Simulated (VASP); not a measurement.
Calculation: RPBE GGA, VASP's PBE PAW potentials (set 64) (plane waves; VASP).

VASP ran on this input.

File KPOINTS:
```
kpoints
0
gamma
  8 8 8
0 0 0
```

### INCAR
```
! general
SYSTEM  = NaI
PREC    = Accurate
ENCUT   = 520   ! plane-wave cut-off (eV)
LREAL   = .FALSE.   ! projection in real space or not
LASPH   = .TRUE.   ! aspherical one-centre terms

! electronic loop
EDIFF   = 1E-7   ! SCF stop (eV)
NELM    = 100
ALGO    = Normal   ! blocked Davidson
LMAXMIX = 4   ! l cut-off of mixed one-centre charges

! smearing
ISMEAR  = -5

! functional
GGA     = RP

! ions
ISIF    = 2

! output
LWAVE   = .FALSE.
LCHARG  = .TRUE.
LORBIT  = 11   ! lm-projected
NEDOS   = 601
```

### POSCAR
```
NaI
1
    0.0000000000     3.3523602638     3.3523602638
    3.3523602638     0.0000000000     3.3523602638
    3.3523602638     3.3523602638     0.0000000000
Na I
1 1
Direct
  0.0000000000   0.0000000000   0.0000000000
  0.5000000000   0.5000000000   0.5000000000
```

POTCAR, in this order: Na_pv I (PBE.64 set). Program: vasp_std.

Unless said otherwise, spin-orbit coupling is left out, though it shifts the bands of the heavy elements here.

**Question.** Predict the energy per atom (σ→0), band gap (on the k-mesh).

**Answer.** 
| Item | Result |
|---|---|
| energy per atom (σ→0) | -2.529 eV/atom |
| band gap (on the k-mesh) | 3.64 eV |

**OSZICAR**
```
...
DAV:   8    -0.505707056020E+01   -0.60943E-02   -0.15005E-02   650   0.103E+00    0.194E-01
DAV:   9    -0.505697077176E+01    0.99788E-04   -0.25189E-04   725   0.143E-01    0.678E-02
DAV:  10    -0.505707411889E+01   -0.10335E-03   -0.16778E-04   680   0.119E-01    0.829E-03
DAV:  11    -0.505708534450E+01   -0.11226E-04   -0.15612E-05   707   0.347E-02    0.318E-03
DAV:  12    -0.505708802135E+01   -0.26769E-05   -0.53458E-06   683   0.212E-02    0.139E-03
DAV:  13    -0.505708843330E+01   -0.41195E-06   -0.39283E-07   740   0.572E-03    0.655E-04
DAV:  14    -0.505708838164E+01    0.51659E-07   -0.70186E-08   611   0.168E-03
   1 F= -.50570884E+01 E0= -.50570884E+01  d E =0.000000E+00
```

The compound is NaI in the rock salt structure. It was relaxed first, which changed the volume by +11 %.
